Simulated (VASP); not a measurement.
Data:

```xyz
2
Lattice="1.4261 0.8233 2.3287 -1.4261 0.8233 2.3287 0.0000 -1.6467 2.3287" Properties=species:S:1:pos:R:3 pbc="T T T"
Al     0.0000     0.0000     5.2395
N      0.0000     0.0000     1.7464
```

All values below come from r2SCAN meta-GGA, VASP's PBE PAW potentials (set 64) (plane waves; VASP). Numerical set-up: 520 eV cut-off, 13×13×13 Γ-centred mesh, tetrahedra with Blöchl corrections, potentials Al N.

Question: Give the energies of bands 2 to 6 at the high-symmetry points, in eV from the valence-band maximum.

Answer: 
```tsv
band	Γ	T	H2	L	S0	F
2	0.00	-8.49	-5.88	-8.49	-6.66	-7.60
3	0.00	-1.17	-5.86	-1.17	-5.66	-2.92
4	0.00	-1.17	-3.95	-1.17	-2.38	-2.92
5	6.63	6.96	9.13	6.96	6.81	5.56
6	12.94	11.97	11.69	11.97	10.37	5.97
```

The gap is indirect, 5.56 eV, from the valence maximum at Γ to the conduction minimum at F.

The structure was generated: AlN was put into the alpha-GeTe type (R3m), which need not be its known phase. It was relaxed first, which changed the volume by -10 %. The relaxed cell has space group Fm-3m.
